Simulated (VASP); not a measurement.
Crystal: BaZrO3.

```
Ba Zr O
1.0
     4.20000    0.00000    0.00000
     0.00000    4.20000    0.00000
     0.00000    0.00000    4.20000
Ba Zr O
1 1 3
Direct
  0.00000 0.00000 0.00000
  0.50000 0.50000 0.50000
  0.50000 0.50000 0.00000
  0.00000 0.50000 0.50000
  0.50000 0.00000 0.50000
```

The cell was built by a generator and needn't be a form met in nature.

| Item | Value |
| --- | --- |
| Program | VASP 6.6.1 |
| Task | relaxation of cell and atoms |
| Functional | PBE |
| Potentials or basis | VASP PAW PBE potentials, release 64 (Ba_sv, Zr_sv, O) |
| Cutoff | 600 eV |
| k mesh | 6 × 6 × 6 |
| Occupations | gaussian, width 0.02 eV |
| Spin | no spin polarisation |

At the start: pressure 3.9 GPa; volume 14.82 Å³/atom.

Problem. How do energy, volume and symmetry change on relaxing?

Solution. Over 3 steps the energy falls by 4.4 meV/atom and the volume is 15.19 Å³/atom (+2.5 %); space group Pm-3m (No. 221, to 0.05 Å).

The path:
```tsv
step	energy change (eV)	largest force (eV/Å)	pressure (GPa)	volume (Å³)
1	0.0000	0.0000	3.89	74.09
2	0.0029	0.0000	-3.78	78.01
3	-0.0220	0.0000	-0.01	75.95
```

Final structure:
```
Ba Zr O
1.0
     4.23495    0.00000    0.00000
     0.00000    4.23495    0.00000
     0.00000    0.00000    4.23495
Ba Zr O
1 1 3
Direct
  0.00000 0.00000 0.00000
  0.50000 0.50000 0.50000
  0.50000 0.50000 0.00000
  0.00000 0.50000 0.50000
  0.50000 0.00000 0.50000
```
